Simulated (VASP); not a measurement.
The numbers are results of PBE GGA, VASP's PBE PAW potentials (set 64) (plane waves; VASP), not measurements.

VASP input:

File POSCAR:
```
SnCl2
1
    4.9515920000     0.0000000000     0.0000000000
    0.0000000000     6.0433790000     0.0000000000
    0.0000000000     0.0000000000     3.7726840000
Sn Cl
2 4
Direct
  0.0000000000   0.0000000000   0.0000000000
  0.5000000000   0.5000000000   0.5000000000
  0.2004000000   0.3787000000   0.0000000000
  0.7004000000   0.1213000000   0.5000000000
  0.2996000000   0.8787000000   0.5000000000
  0.7996000000   0.6213000000   0.0000000000
```

KPOINTS:
```
Automatic mesh
0
gamma
 3 3 4
0 0 0
```

### INCAR
```
! general
SYSTEM  = SnCl2
PREC    = Accurate
ENCUT   = 300   ! plane-wave cut-off (eV)
LREAL   = .FALSE.   ! projection in real space or not
LASPH   = .TRUE.   ! aspherical one-centre terms

! electronic loop
EDIFF   = 1E-6
NELM    = 100
ALGO    = Normal   ! blocked Davidson
LMAXMIX = 4

! smearing
ISMEAR  = -1   ! Fermi-Dirac
SIGMA   = 0.136   ! width (eV)

! functional
GGA     = PE   ! PBE

! ions
ISIF    = 2

! output
LWAVE   = .FALSE.
LCHARG  = .FALSE.
```

POTCAR, in this order: Sn_d Cl (PBE.64 set). Program: vasp_std.

Q: What will the output report for the number of irreducible k-points (NKPTS), largest plane-wave count, number of space-group operations, FFT grid (NGX, NGY, NGZ)?

A: 
```yaml
number of irreducible k-points (NKPTS): 12
largest_plane_wave_count: 1347
number_of_space_group_operations: 8
FFT grid (NGX, NGY, NGZ): 28 × 36 × 24
```

The structure was generated: SnCl2 was put into an ordered model structure, which need not be its known phase. The cell was not relaxed at this level. The k-mesh is coarse (spacing up to 0.42 per Å, 2π included), so the numbers may not be converged in it.
